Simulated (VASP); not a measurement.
# SmBe: structure and properties in VASP

Aim: relax SmBe, then compute properties on the relaxed cell. The steps: relaxing cell and atoms (vdW-DF), second relaxation, density, ELF and potential (vdW-DF), bands along the symmetry lines (vdW-DF), total and projected DOS (vdW-DF), independent-particle dielectric function (vdW-DF) and relaxing the atoms (vdW-DF) with a changed input. The cell is invented: it takes the structure of a Materials Project entry for HoCd (space group 221 there), with all of its atoms replaced by other elements, volume scaled by an estimate. It may not be a known or stable phase.

Program: VASP 6.6.1. Level of theory: vdW-DF, spin-polarised from a ferromagnetic start (one magnetic atom a cell); plane waves and PAW (Sm, Be), in the first sound run; inputs show where later runs differ. Results are calculated unless marked as measured.

Report form: the programs' logs are mostly left out.

The structure was built from a prototype and need not be the compound's stable phase.

### Step 1. The starting structure

Before any relaxation, the start is as follows. The structure is cubic, space group Pm-3m (No. 221). The conventional cell has a = 3.466 Å, b = 3.466 Å, c = 3.466 Å, α = 90.00°, β = 90.00°, γ = 90.00°. Nearest to Sm lie 8 Be at 3.00 Å. Nearest to Be lie 8 Sm at 3.00 Å. It derives from HoCd. It takes the structure of a Materials Project entry for HoCd (space group 221 there), with all of its atoms replaced by other elements, volume scaled by an estimate. Farther neighbours are not listed.

As a file:

```cif
data_structure
_symmetry_space_group_name_H-M 'P 1'
_symmetry_Int_Tables_number 1
_cell_length_a 3.4656
_cell_length_b 3.4656
_cell_length_c 3.4656
_cell_angle_alpha 90.000
_cell_angle_beta 90.000
_cell_angle_gamma 90.000
_cell_volume 41.62
loop_
_atom_site_label
_atom_site_type_symbol
_atom_site_fract_x
_atom_site_fract_y
_atom_site_fract_z
_atom_site_occupancy
Sm1 Sm 0.50000 0.50000 0.50000 1
Be2 Be 0.00000 0.00000 0.00000 1
```

### Step 2. Relaxing cell and atoms (vdW-DF)

The start need not lie at this functional's minimum. ISIF = 3 frees volume, shape and positions, and EDIFFG sets the threshold on forces and stress at which the search stops. The first vdW-DF uses revPBE exchange and tends to overestimate distances. LUSE_VDW switches on a nonlocal correlation term for dispersion.

Contents of INCAR:

```
SYSTEM = SmBe
PREC = Accurate
ENCUT = 450
EDIFF = 1E-06
NELM = 100
ISMEAR = 1
SIGMA = 0.2
LREAL = .FALSE.
ALGO = Normal
GGA = RE
AGGAC = 0
LUSE_VDW = .TRUE.
LASPH = .TRUE.
NBANDS = 16
ISPIN = 2
MAGMOM = 5 0
LMAXMIX = 6
LORBIT = 11
LWAVE = .FALSE.
LCHARG = .FALSE.
IBRION = 2
NSW = 60
ISIF = 3
EDIFFG = -0.01
```

Contents of POSCAR:

```
SmBe
1.0
    3.4655750000      0.0000000000      0.0000000000
    0.0000000000      3.4655750000      0.0000000000
    0.0000000000      0.0000000000      3.4655750000
Sm Be
1 1
Direct
    0.5000000000      0.5000000000      0.5000000000
    0.0000000000      0.0000000000      0.0000000000
```

Contents of KPOINTS:

```
Automatic mesh
0
Gamma
8 8 8
0 0 0
```

PAW data sets: Sm and Be (PBE family, release 64).

The run is started by

```bash
> mpirun -np 1 vasp_std
```

Run time: 6 min. Hardware: 1 MPI rank of AMD EPYC 7R43, shared host; peak memory 0.29 GiB.

The cell holds one magnetic atom, so no antiferromagnetic order fits into it. The k-mesh is coarse for a metal. Without U or exact exchange f electrons of an open shell on Sm come out too delocalised, which can shrink the cell and pin f bands at the Fermi level. The PAW data sets were made with PBE, which is usual practice but a small mismatch for other functionals. After so large a change of volume the plane waves of the start cell no longer fit, so the final stress carries a basis-set error. The run keeps the 48 symmetry operations of its start, so it cannot find a distortion of lower symmetry.

Step by step:

| step | energy less that of the first step (eV) | largest force (eV/Å) | pressure (GPa) | volume (Å³) |
| --- | --- | --- | --- | --- |
| 1 | 0.0000 | 0.0000 | 4.29 | 41.62 |
| 2 | -0.0417 | 0.0000 | 0.12 | 45.07 |
| 3 | -0.0418 | 0.0000 | -0.03 | 45.23 |

```
conventional cell, symmetrised  before  after  change
                         a (Å)   3.466  3.563  +2.8 %
                         b (Å)   3.466  3.563  +2.8 %
                         c (Å)   3.466  3.563  +2.8 %
              volume (Å³/atom)   20.81  22.61  +8.7 %
```

Final coordinates:

```xyz
2
Lattice="3.5629 0.0000 0.0000 0.0000 3.5629 0.0000 0.0000 0.0000 3.5629" Properties=species:S:1:pos:R:3 pbc="T T T"
Sm    1.7814    1.7814    1.7814
Be    0.0000    0.0000    0.0000
```

This step gave:

```
electrons                                         : 18
bands                                             : 16
irreducible k-points                              : 35
symmetry operations                               : 48
free energy (TOTEN)                               : -7.556 eV
energy at zero smearing                           : -7.546 eV
Fermi energy                                      : 3.154 eV
pressure                                          : -0.02808 GPa
moment of the cell, from the last line of the log : 5.951 μB
metallic, judged on the points sampled            : yes
SCF cycles over all ionic steps                   : 75
```

Spin moment in the PAW sphere by atom:

```
atom  spin moment in the PAW sphere (μB)
 Sm1                                5.45
 Be2                                0.02
```

It ends with forces that vanish by symmetry and a pressure of -0.03 GPa.

### Step 3. Second relaxation

The basis stayed that of the start cell while the cell moved. A rerun from the cell reached resets it; the error of the finite cutoff stays.

INCAR is that of step 2.

Contents of POSCAR:

```
SmBe
1.0
    3.5628988719      0.0000000000      0.0000000000
    0.0000000000      3.5628988719      0.0000000000
    0.0000000000      0.0000000000      3.5628988719
Sm Be
1 1
Direct
    0.5000000000      0.5000000000      0.5000000000
    0.0000000000      0.0000000000      0.0000000000
```

KPOINTS is that of step 2.

The run is started by

```bash
> mpirun -np 1 vasp_std
```

It took 4.9 min on 1 MPI rank; peak memory 0.34 GiB.

Little changed from the start: no atom moved by 0.005 Å and no cell edge by 0.1 %.

Numbers from this step:

```
free energy (TOTEN)             : -7.566 eV
energy at zero smearing         : -7.555 eV
Fermi energy                    : 3.141 eV
pressure                        : 0.006806 GPa
SCF cycles over all ionic steps : 41
```

It ends with forces that vanish by symmetry and a pressure of 0.01 GPa.

### Step 4. Density, ELF and potential (vdW-DF)

The relaxed cell gets a fresh self-consistent run, on a basis set for its own volume, to fix the density and to check the remaining stress.

INCAR, as its differences from that of step 3:

```diff
@@ -19,6 +19,5 @@
 LWAVE = .FALSE.
-LCHARG = .FALSE.
-IBRION = 2
-NSW = 60
-ISIF = 3
-EDIFFG = -0.01
+LCHARG = .TRUE.
+ISIF = 2
+LELF = .TRUE.
+LVHAR = .TRUE.
```

Contents of POSCAR:

```
SmBe
1.0
    3.5659977733      0.0000000000      0.0000000000
    0.0000000000      3.5659977733      0.0000000000
    0.0000000000      0.0000000000      3.5659977733
Sm Be
1 1
Direct
    0.5000000000      0.5000000000      0.5000000000
    0.0000000000      0.0000000000      0.0000000000
```

KPOINTS is that of step 3.

The run is started by

```bash
> mpirun -np 1 vasp_std
```

The job ended after 3 min (1 MPI rank; peak memory 0.34 GiB).

With spin, VASP writes an ELF for each channel.

Numbers from this step:

- SCF cycles: 24
- energy at zero smearing: -7.556 eV
- pressure: 0.02402 GPa

Valence electrons inside each PAW sphere by angular momentum. Sphere charges, by row:

| atom | s (e) | p (e) | d (e) | f (e) | tot (e) |
| --- | --- | --- | --- | --- | --- |
| Sm1 | 2.058 | 5.643 | 0.448 | 5.48 | 13.63 |
| Be2 | 0.478 | 0.397 | 0 | 0 | 0.875 |

Spin density in the ac plane at fractional y = 0.000, with atoms of Be within 0.2 Å of it.

Ten even steps from '_' (0.23 × 1e-2 e/Å³) to '@' (1.50 × 1e-2 e/Å³), each cell a mean:
```
__..::::::--====----::::::..
::::::::--==========--::::::
::::::--====++++++==----::::
::::--==++****##****++----::
----==++**##%%@@%%##**====--
--====++##%%@@@@@@%%**++==--
--====**##@@@@@@@@@@##++====
--====++##@@@@@@@@%%**++====
----==++**##@@@@%%##**====--
::----==++**######**++==--::
::::::--==++++**++++==--::::
::::::::--==========--::::::
....::::----======--::::::..
__..::::::----------::::::__
```
Columns run along a (3.6 Å), rows up along c (3.6 Å). Atoms in or near the plane, at fractional coordinates: Be at (0.00, 0.00).

Valence density in the ac plane at fractional y = 0.000, with atoms of Be within 0.2 Å of it. It is the smooth field of the valence electrons, not physical close to the nuclei.

Ten even steps from '0' (0.06 e/Å³) to '9' (0.20 e/Å³), each cell a mean:
```
36997543458985
89986433357998
99875322345799
87653221234578
65432211123455
44322110112334
33321100011233
44322110112234
55432111122345
77653221223567
99865322235789
89986433346899
46997543457996
04897543468983
```
Columns run along a (3.6 Å), rows up along c (3.6 Å). Atoms in or near the plane, at fractional coordinates: Be at (0.00, 0.00).

ELF of up spins in the ac plane at fractional y = 0.000, with atoms of Be within 0.2 Å of it. It is the smooth field of the valence electrons, not physical close to the nuclei.

Ten even steps from '0' (0.02) to '9' (0.74), each cell a mean:
```
01489998999741
34789877789864
78888655678887
99986433346899
99864211124789
98753100113679
98742100013578
98752100013579
99864211124689
99975422346899
88987654568888
45799877789874
02589988899841
00489999999730
```
Columns run along a (3.6 Å), rows up along c (3.6 Å). Atoms in or near the plane, at fractional coordinates: Be at (0.00, 0.00).

In this run the pressure is 0.02 GPa, small enough to go on; single stress components reach 0.02 GPa.

### Step 5. Bands along the symmetry lines (vdW-DF)

This step: vdW-DF, spin-polarised from a ferromagnetic start; plane waves and PAW (Sm, Be); invented cell (VASP 6.6.1).

Levels along the symmetry lines show where the bands peak and cross; KPOINTS_OPT computes them in the converged potential.

Contents of INCAR:

```
SYSTEM = SmBe
PREC = Accurate
ENCUT = 450
EDIFF = 1E-06
NELM = 100
ISMEAR = 1
SIGMA = 0.2
LREAL = .FALSE.
ALGO = Normal
GGA = RE
AGGAC = 0
LUSE_VDW = .TRUE.
LASPH = .TRUE.
NBANDS = 22
ISPIN = 2
MAGMOM = 5.449 0.023
LMAXMIX = 6
LORBIT = 11
LWAVE = .FALSE.
LCHARG = .FALSE.
```

POSCAR is that of step 4.

KPOINTS is that of step 4.

Contents of KPOINTS_OPT:

```
Line mode
16
Line-mode
Reciprocal
  0.00000000   0.00000000   0.00000000 GAMMA
  0.00000000   0.50000000   0.00000000 X

  0.00000000   0.50000000   0.00000000 X
  0.50000000   0.50000000   0.00000000 M

  0.50000000   0.50000000   0.00000000 M
  0.00000000   0.00000000   0.00000000 GAMMA

  0.00000000   0.00000000   0.00000000 GAMMA
  0.50000000   0.50000000   0.50000000 R

  0.50000000   0.50000000   0.50000000 R
  0.00000000   0.50000000   0.00000000 X

  0.50000000   0.50000000   0.00000000 M
  0.50000000   0.50000000   0.50000000 R
```

The run is started by

```bash
> mpirun -np 1 vasp_std
```

Wall time 5.7 min (1 MPI rank); peak memory 0.34 GiB.

Spin-orbit coupling is off here; it can split and shift levels that hold much weight on Sm by tenths of an eV or more.

This step gave:

```
SCF cycles : 23
bands      : 22
pressure   : 0.04377 GPa
```

Spin up. The electronic bands at the labelled points (eV, zero at the Fermi level; # counts the bands kept in this run):

```
          point     #5     #6     #7     #8     #9    #10   #11   #12
              Γ  -0.54  -0.12  -0.12  -0.12  -0.02  -0.02  3.99  3.99
0.47 of the way  -0.50  -0.27  -0.22  -0.09  -0.09   0.38  2.45  2.45
              X  -0.42  -0.42  -0.25  -0.03  -0.03   0.85  1.38  1.38
0.53 of the way  -0.53  -0.38  -0.35  -0.03   0.00   0.87  1.53  2.13
              M  -0.35  -0.35  -0.35   0.04   0.49   0.69  0.69  3.24
0.53 of the way  -0.45  -0.42  -0.23  -0.06   0.11   0.37  1.83  2.46
              Γ  -0.54  -0.12  -0.12  -0.12  -0.02  -0.02  3.99  3.99
0.47 of the way  -0.56  -0.42  -0.42  -0.06   0.37   0.37  1.37  2.75
              R  -0.51  -0.51  -0.51   0.01   0.01   0.01  1.17  6.85
0.47 of the way  -0.52  -0.51  -0.49  -0.01   0.09   0.13  2.87  3.03
              X  -0.42  -0.42  -0.25  -0.03  -0.03   0.85  1.38  1.38
      jump to M  -0.35  -0.35  -0.35   0.04   0.49   0.69  0.69  3.24
0.47 of the way  -0.50  -0.50  -0.47   0.03   0.11   0.11  2.29  2.87
              R  -0.51  -0.51  -0.51   0.01   0.01   0.01  1.17  6.85
```

Of the projections kept (Sm, Be), the largest for each band there, as a share of the weight inside these atoms' spheres; weight between the spheres isn't counted:

```csv
point,#5,#6,#7,#8,#9,#10,#11,#12
Γ,Sm 0.99,Sm 1.00,Sm 1.00,Sm 1.00,Sm 1.00,Sm 1.00,Be 0.80,Be 0.80
X,Sm 1.00,Sm 1.00,Sm 1.00,Sm 1.00,Sm 1.00,Sm 1.00,Sm 0.65,Sm 0.65
M,Sm 0.95,Sm 0.95,Sm 1.00,Sm 1.00,Sm 1.00,Sm 0.72,Sm 0.72,Sm 1.00
Γ,Sm 0.99,Sm 1.00,Sm 1.00,Sm 1.00,Sm 1.00,Sm 1.00,Be 0.80,Be 0.80
R,Sm 1.00,Sm 1.00,Sm 1.00,Sm 1.00,Sm 1.00,Sm 1.00,Be 0.54,Sm 1.00
X,Sm 1.00,Sm 1.00,Sm 1.00,Sm 1.00,Sm 1.00,Sm 1.00,Sm 0.65,Sm 0.65
```

Spin down. Electronic bands along the path, in eV, zero at the Fermi level; # counts the bands kept in this run:

```csv
point,#1,#2,#3,#4,#5,#6
Γ,-5.33,0.78,0.78,2.94,2.94,2.94
0.47 of the way,-4.53,0.19,1.14,2.51,2.51,3.04
X,-2.38,-2.26,1.77,1.86,1.86,2.95
0.53 of the way,-2.69,-1.18,0.84,2.34,2.43,3.30
M,-3.09,0.53,0.53,1.34,3.03,3.51
0.53 of the way,-3.85,0.02,0.77,2.35,2.51,3.23
Γ,-5.33,0.78,0.78,2.94,2.94,2.94
0.47 of the way,-3.34,0.33,0.33,1.36,3.02,3.02
R,-1.62,-1.62,-1.62,0.15,3.52,3.52
0.47 of the way,-2.49,-0.81,-0.56,2.43,3.07,3.25
X,-2.38,-2.26,1.77,1.86,1.86,2.95
jump to M,-3.09,0.53,0.53,1.34,3.03,3.51
0.47 of the way,-2.64,-0.66,-0.66,2.00,2.86,3.51
R,-1.62,-1.62,-1.62,0.15,3.52,3.52
```

Of the projections kept (Sm, Be), the largest for each band there, as a share of the weight inside these atoms' spheres; weight between the spheres isn't counted:

```csv
point,#1,#2,#3,#4,#5,#6
Γ,Be 0.77,Sm 1.00,Sm 1.00,Sm 0.77,Sm 0.77,Sm 0.77
X,Be 0.54,Be 0.76,Sm 1.00,Sm 0.57,Sm 0.57,Sm 1.00
M,Be 0.65,Be 0.64,Be 0.64,Sm 1.00,Sm 0.86,Sm 0.99
Γ,Be 0.77,Sm 1.00,Sm 1.00,Sm 0.77,Sm 0.77,Sm 0.77
R,Sm 0.54,Sm 0.54,Sm 0.54,Be 0.79,Sm 1.00,Sm 1.00
X,Be 0.54,Be 0.76,Sm 1.00,Sm 0.57,Sm 0.57,Sm 1.00
```

There is no gap at this level.

### Step 6. Total and projected DOS (vdW-DF)

Here the states are counted by energy and projected on the atoms. The mesh is finer than in the run before.

INCAR, as its differences from that of step 5:

```diff
@@ -5,3 +5,3 @@
 NELM = 100
-ISMEAR = 1
+ISMEAR = -5
 SIGMA = 0.2
@@ -20 +20,2 @@
 LCHARG = .FALSE.
+NEDOS = 2001
```

POSCAR is that of step 5.

Contents of KPOINTS:

```
Automatic mesh
0
Gamma
11 11 11
0 0 0
```

The run is started by

```bash
> mpirun -np 1 vasp_std
```

Run time: 4.9 min. Hardware: 1 MPI rank; peak memory 0.37 GiB.

Flat bands give spikes narrower than the energy grid here, so the curve is not tabled. With tetrahedra the forces and stress of a metal are not exact derivatives of the energy.

Numbers from this step:

* SCF cycles: 26
* irreducible k-points: 56
* free energy (TOTEN): -7.548 eV
* Fermi energy: 3.108 eV
* pressure: -0.05543 GPa
* moment of the cell, from the last line of the log: 5.794 μB
* DOS at the Fermi level, one point of the energy grid: 19.25 states/eV/cell

Spin moment in the PAW sphere by atom:

```csv
atom,spin moment in the PAW sphere (μB)
Sm1,5.42
Be2,0.00
```

The finer mesh and the other smearing move the Fermi level by -0.03 eV from the 8×8×8 run, a small shift, which tests the Fermi level alone.

### Step 7. Independent-particle dielectric function (vdW-DF)

LOPTICS sums transitions from filled to empty bands. NBANDS is raised for it.

INCAR, as its differences from that of step 6:

```diff
@@ -5,3 +5,3 @@
 NELM = 100
-ISMEAR = -5
+ISMEAR = 1
 SIGMA = 0.2
@@ -13,3 +13,3 @@
 LASPH = .TRUE.
-NBANDS = 22
+NBANDS = 25
 ISPIN = 2
@@ -20,2 +20,4 @@
 LCHARG = .FALSE.
-NEDOS = 2001
+LOPTICS = .TRUE.
+NEDOS = 1500
+CSHIFT = 0.1
```

POSCAR is that of step 6.

KPOINTS is that of step 6.

The run is started by

```bash
> mpirun -np 1 vasp_std
```

Elapsed: 4.9 min, on 1 MPI rank; peak memory 0.42 GiB.

These are independent-particle spectra without excitons or local fields. Fine structure and low peaks depend on the mesh and on CSHIFT. The intraband (Drude) part is not in this spectrum.

Numbers from this step:

```yaml
scf_cycles: 23
bands: 25
free_energy_toten: -7.567 eV
fermi_energy: 3.094 eV
pressure: 0.01568 GPa
moment_of_the_cell_from_the_last_line_of_the_log: 5.808 μB
```

The imaginary dielectric function, xx by photon energy; read off at these points:

| photon energy (eV) | imaginary dielectric function, xx |
| --- | --- |
| 0.00 | 0 |
| 0.43 | 39.0 |
| 0.50 | 38.3 |
| 1.00 | 36.8 |
| 1.50 | 14.7 |
| 2.00 | 11.3 |
| 2.50 | 14.9 |
| 3.00 | 11.3 |
| 3.50 | 7.49 |
| 4.00 | 7.41 |
| 4.50 | 4.50 |
| 5.00 | 4.70 |
| 5.50 | 4.51 |
| 6.00 | 2.92 |
| 6.50 | 1.95 |
| 7.00 | 1.81 |
| 7.50 | 1.50 |
| 8.00 | 1.47 |
| 8.50 | 1.16 |
| 9.00 | 0.958 |
| 9.50 | 1.10 |
| 10.00 | 0.978 |
| 10.50 | 0.685 |
| 11.00 | 0.594 |
| 11.50 | 0.479 |
| 12.00 | 0.524 |
| 12.50 | 0.521 |
| 13.00 | 0.470 |
| 13.50 | 0.265 |
| 14.00 | 0.319 |
| 14.50 | 0.344 |
| 15.00 | 0.246 |
| 15.50 | 0.205 |
| 16.00 | 0.184 |
| 16.50 | 0.192 |
| 17.00 | 0.150 |
| 17.50 | 0.254 |
| 18.00 | 0.483 |
| 18.50 | 0.890 |
| 19.00 | 0.506 |
| 19.50 | 1.56 |
| 20.00 | 1.86 |
| 20.50 | 1.11 |
| 21.00 | 1.44 |
| 21.50 | 1.56 |
| 22.00 | 1.30 |
| 22.50 | 1.28 |
| 23.00 | 1.24 |
| 23.50 | 1.18 |
| 24.00 | 0.918 |
| 24.50 | 0.828 |

Real dielectric function, xx against photon energy:

```csv
photon energy (eV),"real dielectric function, xx"
0.0,77.8
0.5,32.1
1.0,5.69
1.5,-1.14
2.0,3.95
2.5,2.55
3.0,-2.48
3.5,-1.79
4.0,-2.85
4.5,-1.74
5.0,-1.39
5.5,-2.35
6.0,-2.16
6.5,-1.66
7.0,-1.22
7.5,-0.664
8.0,-0.633
8.5,-0.493
9.0,-0.137
9.5,-0.157
10.0,0.00910
10.5,-0.0633
11.0,0.0594
11.5,0.329
12.0,0.405
12.5,0.465
13.0,0.437
13.5,0.559
14.0,0.783
14.5,0.741
15.0,0.797
15.5,0.934
16.0,1.08
16.5,1.15
17.0,1.32
17.5,1.57
18.0,1.79
18.5,1.51
19.0,1.80
19.5,2.28
20.0,1.08
20.5,0.886
21.0,1.13
21.5,0.740
22.0,0.682
22.5,0.586
23.0,0.543
23.5,0.395
24.0,0.307
24.5,0.559
```

### Step 8. Relaxing the atoms (vdW-DF) with a changed input

This run is made with a changed input; what comes of it follows.

Contents of INCAR:

```
SYSTEM = SmBe
PREC = Accurate
ENCUT = 450
EDIFF = 1E-06
NELM = 94
ISMEAR = 1
SIGMA = 0.2
LREAL = .FALSE.
ALGO = Normal
GGA = RE
AGGAC = 0
LUSE_VDW = .TRUE.
LASPH = .TRUE.
NBANDS = 16
ISPIN = 2
MAGMOM = 5.449 0.023
LMAXMIX = 6
LORBIT = 11
LWAVE = .FALSE.
LCHARG = .FALSE.
IBRION = 2
NSW = 3
ISIF = 2
EDIFFG = -0.01
```

POSCAR is that of step 7.

Contents of KPOINTS:

```
Automatic mesh
0
Gamma
8 8 8
0 0 0
```

The run is started by

```bash
> mpirun -np 1 vasp_std
```

The job ended after 2.5 min (1 MPI rank; peak memory 0.34 GiB).

The run converged, and its energy and pressure stay near those of the sound run.

Against the sound run on this cell (bands along the symmetry lines (vdW-DF)) the energy at zero smearing moves by -0.0 meV an atom and the pressure by +0.03 GPa.

Settings moved from the usual: NELM = 94 and NSW = 3.

### Step 9. Outcome

```json
{
  "relaxed volume": "22.67 Å³/atom",
  "relaxed conventional cell a, b, c": "3.566, 3.566, 3.566 Å",
  "space group after relaxing, within 0.02 Å": "Pm-3m (No. 221)",
  "moment of the cell (8×8×8 mesh)": "5.95 μB",
  "largest site moment (8×8×8 mesh)": "5.45 μB on Sm1",
  "band gap": "none, a metal"
}
```

**Reading.** With vdW-DF, SmBe relaxes to 22.67 Å³/atom in space group Pm-3m, comes out as a metal and keeps moments of up to 5.45 μB (8×8×8 mesh). Bands along the symmetry lines (vdW-DF), spin up: Of the bands kept, 3 cross the Fermi level on this path. Bands along the symmetry lines (vdW-DF), spin down: Of the bands kept, 2 cross the Fermi level on this path. Spin-orbit coupling is left out, and with elements this heavy it would split and shift bands near the Fermi level. The k-sampling is coarse for a metal, so the Fermi level, moments, pressures and the shape of the cell carry errors. Only the typed magnetic starts were tried, so the magnetic ground state may differ and with it the other results. No search among competing phases was made. All values are for a static lattice at zero temperature.

[Lines on the potential files, build, host, timing and source positions are cut from VASP's logs without a mark.]

[Logs are printed without paths, hosts, clocks, repeated set-up lines and the standing remarks that a program may print on its own settings, such as how far it seeks lower states.]

[Hosts, paths, dates, database ids (printed as entryN), source tags and the programs' standing remarks are cut or masked in the printed files.]

[A measured line is paired with the nearest computed mode of its activity, which favours agreement.]

[In band tables of VASP the shares of atoms and orbitals are scaled to a sum of 1 inside the atoms' spheres.]
